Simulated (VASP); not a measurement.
Calculation: PBE GGA, VASP's PBE PAW potentials (set 64) (plane waves; VASP).

VASP ran on this input.

**INCAR**
```
ALGO = Normal
EDIFF = 1E-6
ENCUT = 400
GGA = PE
ISIF = 2
ISMEAR = 0
LASPH = .True.
LCHARG = .False.
LMAXMIX = 4
LREAL = .False.
LWAVE = .False.
NELM = 100
PREC = Accurate
SIGMA = 0.01
SYSTEM = GaN
```

### KPOINTS
```
Automatic mesh
0
Gamma
6 6 4
0 0 0
```

File POSCAR:
```
GaN
1
    3.1895680000     0.0000000000     0.0000000000
   -1.5947840000     2.7622460000     0.0000000000
    0.0000000000     0.0000000000     5.1933980000
Ga N
2 2
Direct
  0.6666670000   0.3333330000   0.4990800000
  0.3333330000   0.6666670000   0.9990800000
  0.6666670000   0.3333330000   0.8759200000
  0.3333330000   0.6666670000   0.3759200000
```

POTCAR, in this order: Ga_d N (PBE.64 set). Program: vasp_std.

The run wrote:

File OSZICAR:
```
       N       E                     dE             d eps       ncg     rms          rms(c)
DAV:   1     0.251483241861E+03    0.25148E+03   -0.15962E+04   978   0.263E+03
DAV:   2     0.186416496723E+01   -0.24962E+03   -0.24064E+03  1038   0.468E+02
DAV:   3    -0.272849412672E+02   -0.29149E+02   -0.28880E+02  1056   0.142E+02
DAV:   4    -0.282566379074E+02   -0.97170E+00   -0.96949E+00  1302   0.278E+01
DAV:   5    -0.282718678595E+02   -0.15230E-01   -0.15224E-01  1038   0.299E+00    0.108E+01
DAV:   6    -0.242065861857E+02    0.40653E+01   -0.15230E+01  1650   0.566E+01    0.323E+00
DAV:   7    -0.243225465460E+02   -0.11596E+00   -0.16639E+00   990   0.102E+01    0.280E+00
DAV:   8    -0.243216241806E+02    0.92237E-03   -0.26114E-01  1482   0.792E+00    0.833E-01
DAV:   9    -0.243007297846E+02    0.20894E-01   -0.10701E-01  1644   0.549E+00    0.347E-01
DAV:  10    -0.243016236145E+02   -0.89383E-03   -0.51185E-03  1106   0.752E-01    0.127E-01
DAV:  11    -0.243015535449E+02    0.70070E-04   -0.14461E-03  1466   0.729E-01    0.208E-02
DAV:  12    -0.243015712579E+02   -0.17713E-04   -0.17945E-04  1012   0.976E-02    0.162E-02
DAV:  13    -0.243015695154E+02    0.17425E-05   -0.30359E-05  1322   0.114E-01    0.497E-03
DAV:  14    -0.243015700802E+02   -0.56484E-06   -0.50660E-06  1092   0.222E-02
   1 F= -.24301570E+02 E0= -.24301570E+02  d E =-.233889E-48
```

OUTCAR:
```
------------------------ aborting loop because EDIFF is reached ----------------------------------------
  FORCE on cell =-STRESS in cart. coord.  units (eV):
  Direction    XX          YY          ZZ          XY          YZ          ZX
  --------------------------------------------------------------------------------------
  Total        0.4309923      0.4309920      0.4535998      0.0000000     -0.0000000      0.0000000
  in kB       15.0915629     15.0915529     15.8831869      0.0000000     -0.0000000      0.0000000
  external PRESSURE =      15.3554343 kB  Pullay stress =       0.0000000 kB
  volume of cell :       45.76
      direct lattice vectors                 reciprocal lattice vectors
     3.189568000  0.000000000  0.000000000     0.313522082  0.181012118  0.000000000
    -1.594784000  2.762246000  0.000000000     0.000000000  0.362024237  0.000000000
     0.000000000  0.000000000  5.193398000     0.000000000  0.000000000  0.192552159
  FREE ENERGIE OF THE ION-ELECTRON SYSTEM (eV)
  ---------------------------------------------------
  free  energy   TOTEN  =       -24.3015700802 eV

  energy  without entropy=      -24.3015700802  energy(sigma->0) =      -24.30157008
```
(Selected blocks of OUTCAR.)

At this cut-off the stress carries a Pulay error, which pulls relaxed volumes low.

The structure comes from a computed database's GaN entry; how it stands against other phases isn't given here. The cell was not relaxed at this level.
